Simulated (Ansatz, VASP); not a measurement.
**PtSe2 in two plane-wave programs**

One calculation is typed for both programs; each brings its own data sets. How far apart do they land? The structure shown is the end of the Ansatz relaxation below.

Calculated with Ansatz 0.2.0; plane waves, with VASP 6.6.1 beside it; single point at PBE.

### 1. Starting point

The cell holds 3 atoms: 1 Pt and 2 Se. Cell: a = 3.748 Å, b = 3.748 Å, c = 29.927 Å, α = 90.0°, β = 90.0°, γ = 120.0°. Vacuum lies along c.

### 2. Ansatz: relaxation, PBE

Ansatz runs on its default PAW (the set named soft_2) files.

This run makes the geometry at which the two programs are then compared.

input.yaml

```yaml
crystal:
  lattice:
    - [3.7484395868, 0.0, 0.0]
    - [-1.8742197934, 3.2462439067, 0.0]
    - [0.0, 0.0, 29.9272]
  atoms:
    - { symbol: Pt, position: [0.0, 0.0, 0.3341441899] }
    - { symbol: Se, position: [0.3333333333, 0.6666666667, 0.3778523411] }
    - { symbol: Se, position: [0.6666666667, 0.3333333333, 0.2904360387] }
  periodic: [true, true, false]
kpoints:
  mp_grid: { grid: [9, 9, 1] }
hamiltonian:
  xc: pbe
scf:
  occupations: { method: fixed }
output:
  forces: true
  stress: true
  eigenvalues: true
  write_density: true
  write_potential: true
  elf: true
  volumetric_format: npy
relax:
  adjacent_minimum: "off"
  f_tol: 0.001
  max_steps: 60
  cell: { stress_2d_tol: 0.002 }
```

On the command line:

```
$ ansatz run input.yaml --threads 8 --pin off --max-ram 14336MiB --backend cpu --events-out ev --progress --plain --runs-dir out
```

Numbers of over 12 decimals in the logs are rounded to 6 here.

The log of the run:

```text
Engine: ansatz 0.2.0, aarch64-unknown-linux-gnu
Pseudopotentials: kind: paw
Pseudopotential: Pt, paw, valence charge 18, recommended cutoff 420 eV (normal), Pt.paw.azcp
Pseudopotential: Se, paw, valence charge 16, recommended cutoff 420 eV (normal), Se.paw.azcp
Functional definition: PBE
  parameter kappa = 0.804
  parameter beta = 0.066725
  exchange = pbe_x(kappa = kappa, mu = beta*pi^2/3)
  correlation = pbe_c(beta = beta)
Crystal: 3 atoms, lattice volume = 364.165 Å³
Basis set: ecut = 420 eV, 7157 PW (Γ), exchange–correlation on 54×54×432 points (8 copies of the dense FFT grid, shifted against one another)
Bands: 30, of which v1, the nominal top of the filled ones, is band 25 counted from 1 (24 counted from 0)
Symmetry: 12 space group operations
Space group: P-3m1 (ITA 164), of the structure as read, at distance tolerance 7.1e-5 Å
k-points: 12 of 81
Non-local potential: Pt, projectors of the file, l = 0: 3, l = 1: 2, l = 2: 2, l = 3: 1
Non-local potential: Se, projectors of the file, l = 0: 2, l = 1: 2, l = 2: 3, l = 3: 1
PAW form: soft (Blöchl's): semilocal exchange-correlation on the pseudo side does not see the compensation charge
PAW one-centre angular grid: Pt, 590 points (default); XC on 64 Gauss nodes
PAW one-centre angular grid: Se, 590 points (default); XC on 64 Gauss nodes
Initial density: superposition of atomic densities (neutral atoms: chi_scale 0, normalization atom), corrected by the library's trained network
Initial wavefunctions: pseudopotential atomic-orbital guess
Functional: x = pbe(κ = 0.804, μ = 0.219515), c = pbe(β = 0.066725)
SCF iter   1: F=—  HF=-23462.364533 eV  |F-HF|=—  |Δ(HF+E_count)|=         —  Δρ=1.31e-3  dr2=6.32e-3  ethr=1.77e-3  ⟨swp⟩=6.5  Hψ=1588  notcnv=0  defer=36
preconditioner: auto → Resta (q_TF=auto, 1.960 Å⁻¹)  ε∞=2.0  [insulator: Δε(μ)=1.399 eV  Ē_g=9.303 eV  n_scr=36 (ndim 8)  ℏωp=9.1 eV  f_vac=0.792  ε∞_Penn≈2.0  vacuum switching on, ρ_ref=6.3e-3 e/Å³]
SCF iter   2: F=—  HF=-23462.359756 eV  |F-HF|=—  |Δ(HF+E_count)|=   4.78e-3  Δρ=8.58e-4  dr2=4.61e-3  ethr=1.26e-5  ⟨swp⟩=4.3  Hψ=1044  notcnv=0  defer=36
SCF iter   3: F=—  HF=-23462.359154 eV  |F-HF|=—  |Δ(HF+E_count)|=   6.02e-4  Δρ=3.97e-4  dr2=3.84e-4  ethr=9.22e-6  ⟨swp⟩=2.8  Hψ=504  notcnv=0  defer=36
SCF iter   4: F=—  HF=-23462.359341 eV  |F-HF|=—  |Δ(HF+E_count)|=   1.87e-4  Δρ=7.68e-5  dr2=9.54e-6  ethr=7.67e-7  ⟨swp⟩=3.0  Hψ=616  notcnv=0  defer=36
SCF iter   5: F=—  HF=-23462.359459 eV  |F-HF|=—  |Δ(HF+E_count)|=   1.18e-4  Δρ=2.28e-5  dr2=1.23e-6  ethr=1.91e-8  ⟨swp⟩=3.8  Hψ=762  notcnv=0  defer=36
iter 6 did not close the SCF: its close was put off until two iterations running show no level that it waits for move by more than its bar (scf_convergence_deferred on its scf_iter line)
SCF iter   6: F=-23462.359460 eV  HF=-23462.359460 eV  |F-HF|=6.36e-8  |Δ(HF+E_count)|=   1.83e-6  Δρ=3.43e-6  dr2=8.74e-8  ethr=2.00e-10  ⟨swp⟩=29.1  Hψ=4583  notcnv=0
iter 7 did not close the SCF: its close was put off until two iterations running show no level that it waits for move by more than its bar (scf_convergence_deferred on its scf_iter line)
SCF iter   7: F=-23462.359461 eV  HF=-23462.359461 eV  |F-HF|=2.93e-8  |Δ(HF+E_count)|=   8.97e-8  Δρ=1.13e-6  dr2=5.94e-9  ethr=1.75e-10  ⟨swp⟩=12.2  Hψ=2752  notcnv=0
SCF iter   8: F=-23462.359461 eV  HF=-23462.359461 eV  |F-HF|=8.00e-10  |Δ(HF+E_count)|=   3.14e-8  Δρ=1.91e-7  dr2=2.14e-10  ethr=1.19e-11  ⟨swp⟩=11.2  Hψ=2493  notcnv=0
SCF 1 converged in 8 iterations: F = -23462.359461 eV  dr2 = 2.14e-10
  greatest PAW one-centre occupation: 1.000 electrons in one spin orbital (limit 2), on the Pt atom at site 0 (counted from 0), in its partial waves of l = 0
relax step   1: F+E_penalty+E_count = -23462.35946056 eV  Δ(F+E_penalty+E_count) = +0.000e0 eV  max|allowed force component| = 1.525e-3 eV/Å  Δτ_max = 0.0000 Å  P = -0.012 N/m  Ω = 364.165 Å³  fix = [c, alpha, beta]  reactions: c -0.000 N/m  (8 SCF iters, dr2 threshold 1.00e-7 eV, accepted)
[...]
relax step   2: F+E_penalty+E_count = -23462.35946305 eV  Δ(F+E_penalty+E_count) = -2.494e-6 eV  max|allowed force component| = 1.301e-3 eV/Å  Δτ_max = 0.0001 Å  P = +0.002 N/m  Ω = 364.109 Å³  energy of the carried Pulay correction = +1.893e-6 eV  fix = [c, alpha, beta]  reactions: c +0.000 N/m  (5 SCF iters, dr2 threshold 2.39e-10 eV, accepted)
[...]
relax step   3: F+E_penalty+E_count = -23462.35946384 eV  Δ(F+E_penalty+E_count) = -7.938e-7 eV  max|allowed force component| = 2.868e-4 eV/Å  Δτ_max = 0.0002 Å  P = +0.000 N/m  Ω = 364.090 Å³  energy of the carried Pulay correction = +2.545e-6 eV  fix = [c, alpha, beta]  reactions: c +0.000 N/m  (5 SCF iters, dr2 threshold 1.06e-10 eV, accepted)
[...]
relax step   4: F+E_penalty+E_count = -23462.35945984 eV  Δ(F+E_penalty+E_count) = +4.006e-6 eV  max|allowed force component| = 2.837e-4 eV/Å  Δτ_max = 0.0000 Å  P = +0.000 N/m  Ω = 364.090 Å³  fix = [c, alpha, beta]  reactions: c +0.000 N/m  stress off target by 4.96e-4 N/m on what of the cell is left free  SCF on the basis re-selected at this cell (its energy is not comparable with the rows above)  (9 SCF iters)
basis re-selected at this cell: Δ(F+E_penalty+E_count) = +4.006e-6 eV, ΔP = +0.000 N/m vs the last step (what re-selecting the basis moved, of the pressure what is left beyond the Pulay correction that the steps carried, after the strain that the cell walked since its last selection, with what the two solves' SCF thresholds leave and, on support functions, any second-order correction that the steps lacked; it is no m [...]
SCF converged after 9 iterations
Free energy (F): -23462.359460 eV
Harris-Foulkes:  -23462.359460 eV  (|F-HF|=2.18e-11)
Internal energy: -23462.359460 eV  (E = F + TS)
E sigma→0 (E₀):  -23462.359460 eV
Fermi energy:    -5.731216 eV
--- Per-component energies (eV) ---
  E_band       = -1846.492062
  E_kinetic    = 872.319880
  E_local      = -121266.605595  (includes V_loc(G=0)·N_el)
  E_nonlocal   = -990.871061
  E_hartree    = 59944.896390
  E_xc         = -469.370566
  E_vxc        = -498.061064  (∫ρ·V_xc dr)
  E_paw        = -13277.740566  (= ΣΔE_a)
  E_vpaw       = 146.934035  (= ΣTr[D̂ρ^β])
  E_aug_tail   = -0.001004  (compensation charges beyond the density's cutoff)
  E_ewald      = 51725.013061
  E_smearing   = -0.000000  (= −TS)
  E_closure    = 0.000000  (closes the sum)
  Σ components = -23462.359460   (vs F -23462.359460, Δ=0.00e0)
--- Forces (eV/Å), atoms counted from 1 ---
  atom   1  Pt     0.00000000     0.00000000     0.00000000
  atom   2  Se    -0.00000000    -0.00000000    -0.00028375
  atom   3  Se     0.00000000     0.00000000     0.00028375
  max |Σ_I F_I| component: 1.08e-19 eV/Å
--- 2D stress c σ (N/m, compression-positive) ---
        0.000496       0.000000       0.000000
       -0.000000       0.000496       0.000000
        0.000000       0.000000       0.000000
  P = ½ c Tr σ = 0.0005 N/m
--- Band table (eV; the first three rows and the last of 12) ---
  k-point 0: bands = [... 21 lower, -6.9136, -6.2772, -5.7312, -5.7312, -2.7746, -2.7746, -1.2053 (-1.2053°), -0.4559, ... 1 higher]
  k-point 1: bands = [... 21 lower, -7.3255, -6.0633, -5.7953, -5.7377, -3.5332, -2.9519, -0.7693 (-0.7695°), -0.2487, ... 1 higher]
  k-point 2: bands = [... 21 lower, -7.8215, -6.1104, -5.9632, -5.8520, -4.3401, -3.1573, -0.0606 (-0.0611°), 0.0846, ... 1 higher]
  k-point 11: bands = [... 21 lower, -8.1820, -7.8862, -6.6650, -6.6650, -3.9112, -3.9112, 0.3776, 2.4487, ... 1 higher]
  ° read free of the cell's end (the report's vacuum.weakly_bound_levels)
--- Relaxed structure (3 steps of the walk, 3 accepted, 1 SCFs on fresh bases) ---
  F+E_penalty+E_count = -23462.35945984 eV   max|allowed force component| = 2.837e-4 eV/Å   (the final SCF, on the basis selected at the relaxed cell)
  cell:  # Å, volume = 364.0896 Å³
    - [3.748054, 0.0, 0]
    - [-1.874027, 3.245910, 0]
    - [0, 0, 29.9272]
  atoms:
    - { symbol: Pt, position: [0, 0, 0.3341441899] }
    - { symbol: Se, position: [0.333333, 0.666667, 0.377856] }
    - { symbol: Se, position: [0.666667, 0.333333, 0.290433] }
```

Reading the cycles: dr2 is the Hartree energy of the density residual (eV), the measure of convergence; HF is the Harris–Foulkes estimate of the energy, which meets the free energy F at convergence.

### 3. VASP: single point, PBE

The same cell, functional and mesh now go to VASP, with its own data sets.

Lines of VASP's logs that name or quote its potential files are left out, and so is its time.

INCAR

```
SYSTEM = PtSe2
PREC = Accurate
ENCUT = 400
EDIFF = 1E-06
NELM = 120
ISMEAR = 0
SIGMA = 0.01
LREAL = .FALSE.
ALGO = Normal
GGA = PE
NBANDS = 17
LASPH = .TRUE.
LORBIT = 11
LWAVE = .FALSE.
LCHARG = .FALSE.
ISIF = 2
LDIPOL = .TRUE.
IDIPOL = 3
DIPOL = 0.5 0.5 0.334
LVHAR = .TRUE.
GGA_COMPAT = .FALSE.
EFERMI = MIDGAP
NELMDL = -8
```

POSCAR

```
PtSe2
1.0
    3.7480536492      0.0000000000      0.0000000000
   -1.8740268246      3.2459096750      0.0000000000
    0.0000000000      0.0000000000     29.9272000000
Pt Se
1 2
Direct
    0.0000000000      0.0000000000      0.3341441899
    0.3333333333      0.6666666667      0.3778557833
    0.6666666667      0.3333333333      0.2904325965
```

KPOINTS

```
Automatic mesh
0
Gamma
9 9 1
0 0 0
```

The projector-augmented-wave data sets are Pt and Se (PBE family, release 64).

On the command line:

```
$ mpirun -np 1 vasp_std
```

The log of the run:

```text
[banner, memory and clock lines left out]
running    1 mpi-ranks, on    1 nodes
 distrk:  each k-point on    1 cores,    1 groups
 distr:  one band on    1 cores,    1 groups

 POSCAR found type information on POSCAR PtSe
 POSCAR found :  2 types and       3 ions
 LDA part: xc-table for (Slater+PW92), standard interpolation
 POSCAR, INCAR and KPOINTS ok, starting setup
 FFT: planning ... GRIDC
 FFT: planning ... GRID_SOFT
 FFT: planning ... GRID
 WAVECAR not read
 entering main loop
       N       E                     dE             d eps       ncg     rms          rms(c)
DAV:   1     0.161691608662E+03    0.16169E+03   -0.57875E+03   408   0.723E+02
DAV:   2     0.422974777671E+01   -0.15746E+03   -0.14839E+03   665   0.148E+02
DAV:   3    -0.148509179541E+02   -0.19081E+02   -0.18990E+02   520   0.665E+01
DAV:   4    -0.151436864056E+02   -0.29277E+00   -0.29215E+00   556   0.971E+00
DAV:   5    -0.151484851853E+02   -0.47988E-02   -0.47977E-02   564   0.116E+00
DAV:   6    -0.151486433581E+02   -0.15817E-03   -0.15817E-03   542   0.198E-01
DAV:   7    -0.151486491050E+02   -0.57469E-05   -0.57469E-05   613   0.348E-02
DAV:   8    -0.151486493003E+02   -0.19527E-06   -0.19521E-06   478   0.521E-03    0.119E+01
DAV:   9    -0.145143826815E+02    0.63427E+00   -0.49508E+00   474   0.201E+01    0.674E+00
DAV:  10    -0.143486593996E+02    0.16572E+00   -0.14470E+00   474   0.115E+01    0.310E+00
DAV:  11    -0.142989170357E+02    0.49742E-01   -0.11138E-01   510   0.322E+00    0.704E-01
DAV:  12    -0.142953393137E+02    0.35777E-02   -0.27289E-02   533   0.136E+00    0.210E-01
DAV:  13    -0.142954816725E+02   -0.14236E-03   -0.14027E-03   508   0.251E-01    0.191E-01
DAV:  14    -0.142957657313E+02   -0.28406E-03   -0.34843E-04   512   0.167E-01    0.162E-01
[...]
DAV:  19    -0.142956878598E+02   -0.26615E-04   -0.92845E-05   450   0.454E-02    0.301E-02
DAV:  20    -0.142957029725E+02   -0.15113E-04   -0.14865E-06   432   0.608E-03    0.314E-02
DAV:  21    -0.142957168156E+02   -0.13843E-04   -0.14639E-05   450   0.185E-02    0.194E-03
DAV:  22    -0.142957233900E+02   -0.65744E-05   -0.40286E-07   433   0.336E-03    0.102E-03
DAV:  23    -0.142957313486E+02   -0.79586E-05   -0.43692E-07   387   0.243E-03    0.275E-03
DAV:  24    -0.142957340816E+02   -0.27329E-05   -0.92444E-08   415   0.124E-03    0.122E-03
DAV:  25    -0.142957357785E+02   -0.16969E-05   -0.18794E-07   414   0.189E-03    0.166E-03
DAV:  26    -0.142957363561E+02   -0.57760E-06   -0.36620E-08   443   0.955E-04
   1 F= -.14295736E+02 E0= -.14295736E+02  d E =0.000000E+00
```

Parts of OUTCAR (step 3):

```text
ion  position               nearest neighbor table
   1  0.000  0.000  0.334-   2 2.53   3 2.53   2 2.53   3 2.53   2 2.53   3 2.53
   2  0.333  0.667  0.378-   1 2.53   1 2.53   1 2.53
   3  0.667  0.333  0.290-   1 2.53   1 2.53   1 2.53

  LATTYP: Found a hexagonal cell.
 ALAT       =     3.7480536492
 C/A-ratio  =     7.9847309567

 Subroutine GETGRP returns: Found 12 space group operations
 (whereof  6 operations were pure point group operations)

The static configuration has the point symmetry C_3v.
 The point group associated with its full space group is D_3d.

 Found     12 irreducible k-points:

   k-points           NKPTS =     12   k-points in BZ     NKDIM =     12   number of bands    NBANDS=     17

   dimension x,y,z NGX =    24 NGY =   24 NGZ =  196
   dimension x,y,z NGXF=    48 NGYF=   48 NGZF=  392

   ENCUT  =  400.0 eV  29.40 Ry    5.42 a.u.   6.11  6.11 48.80*2*pi/ulx,y,z

   NELECT =      22.0000    total number of electrons

 k-points in reciprocal lattice and weights: Automatic mesh
   0.00000000  0.00000000  0.00000000       0.012
   0.11111111  0.00000000  0.00000000       0.074
   0.22222222  0.00000000  0.00000000       0.074
   0.33333333  0.00000000  0.00000000       0.074
   0.44444444  0.00000000  0.00000000       0.074
   0.11111111  0.11111111  0.00000000       0.074
   0.22222222  0.11111111  0.00000000       0.148
   0.33333333  0.11111111  0.00000000       0.148
   0.44444444  0.11111111  0.00000000       0.074
   0.22222222  0.22222222  0.00000000       0.074
   0.33333333  0.22222222  0.00000000       0.148
   0.33333333  0.33333333  0.00000000       0.025

 dipolmoment           0.000000      0.000000      0.000005 electrons x Angstroem

 average (electrostatic) potential at core
       1 -77.9352       2 -61.9123       3 -61.9123

 E-fermi :  -3.1864

 k-point     1 :       0.0000    0.0000    0.0000
  band No.  band energies     occupation
    ...
      7      -6.6452      2.00000
      8      -5.0616      2.00000
      9      -4.4258      2.00000
     10      -3.8764      2.00000
     11      -3.8764      2.00000
     12      -0.9268      0.00000
     13      -0.9268      0.00000
     14       0.6485      0.00000
     15       1.3936      0.00000
     16       1.7234      0.00000
    ...

 k-point     2 :       0.1111    0.0000    0.0000
  band No.  band energies     occupation
    ...
      7      -6.7359      2.00000
      8      -5.4729      2.00000
      9      -4.2114      2.00000
     10      -3.9433      2.00000
     11      -3.8838      2.00000
     12      -1.6855      0.00000
     13      -1.1041      0.00000
     14       1.0858      0.00000
     15       1.6018      0.00000
     16       2.0339      0.00000
    ...

 k-point     3 :       0.2222    0.0000    0.0000
  band No.  band energies     occupation
    ...
      7      -6.8645      2.00000
      8      -5.9707      2.00000
      9      -4.2601      2.00000
     10      -4.1112      2.00000
     11      -3.9972      2.00000
     12      -2.4964      0.00000
     13      -1.3091      0.00000
     14       1.7923      0.00000
     15       1.9352      0.00000
     16       2.2012      0.00000
    ...

  Total       -0.0336102     -0.0336102     -0.0319328     -0.0000000      0.0000000     -0.0000000
  in kB       -0.1479018     -0.1479018     -0.1405203     -0.0000000      0.0000000     -0.0000000
  external PRESSURE =      -0.1454413 kB  Pullay stress =       0.0000000 kB

  energy-cutoff  :      400.00
  volume of cell :      364.09
      direct lattice vectors                 reciprocal lattice vectors
     3.748053649  0.000000000  0.000000000     0.266805146  0.154040023  0.000000000
    -1.874026825  3.245909675  0.000000000     0.000000000  0.308080045  0.000000000
     0.000000000  0.000000000 29.927200000     0.000000000  0.000000000  0.033414419

 POSITION                                       TOTAL-FORCE (eV/Angst)
 -----------------------------------------------------------------------------------
      0.00000      0.00000     10.00000        -0.000000     -0.000000     -0.000000
     -0.00000      2.16394     11.30817         0.000000      0.000000     -0.001232
      1.87403      1.08197      8.69183        -0.000000     -0.000000      0.001232
 -----------------------------------------------------------------------------------
    total drift:                               -0.000000      0.000000      0.000053

  FREE ENERGIE OF THE ION-ELECTRON SYSTEM (eV)
  ---------------------------------------------------
  free  energy   TOTEN  =       -14.2957363561 eV

  energy  without entropy=      -14.2957363561  energy(sigma->0) =      -14.29573636

 vacuum level on the upper side and lower side of the slab         1.855         1.855

 total charge
# of ion       s       p       d       tot
------------------------------------------
    1        0.669   0.681   7.984   9.335
    2        1.477   2.241   0.055   3.772
    3        1.477   2.241   0.055   3.772
--------------------------------------------------
tot          3.624   5.163   8.093  16.880

[... 3 further parts left out ...]
```

The run ends at a pressure of -0.01 GPa, with forces up to 0.0012 eV/Å.

### 4. Differences

Known differences besides the potentials themselves: fixed occupations in Ansatz, narrow Gaussian smearing in VASP; Ansatz cuts the interaction across the vacuum, VASP repeats the sheet with a dipole correction; the data sets hold 50 valence electrons in Ansatz (on its default PAW (the set named soft_2) files) and 22 in VASP; the cutoff is 420 eV in Ansatz and 400 eV in VASP. Total energies have different zeros and are not compared.

The two programs side by side:

```csv
quantity,Ansatz,VASP,difference
gap on the k mesh (eV),1.391,1.380,+0.011
```

A gap on the mesh is an upper bound, since the band edges may lie between its points; neither run holds spin-orbit coupling, which can move the band edges of a compound of Pt. With vacuum in the cell, a pressure given here is an average over mostly empty space and none of the material.

### 5. Summary of results

```yaml
difference_in_gap_on_the_k_mesh_single_point_pbe: 0.011 eV
```

What this shows: The difference in gap on the k mesh is 0.011 eV (single point, PBE), within the 0.08 eV picked in this series as the mark of a large difference. The data sets hold unlike numbers of valence electrons (50 in Ansatz and 22 in VASP), so part of the differences comes from the potentials. Such differences can come from data sets, numerical settings and the points named under the comparisons, not from the functional's error against experiment.

[Lines on the potential files, build, host, timing and source positions are cut from VASP's logs without a mark.]

[Logs are printed without paths, hosts, clocks, repeated set-up lines and the standing remarks that a program may print on its own settings, such as how far it seeks lower states.]

[Hosts, paths, dates, database ids (printed as entryN), source tags and the programs' standing remarks are cut or masked in the printed files.]
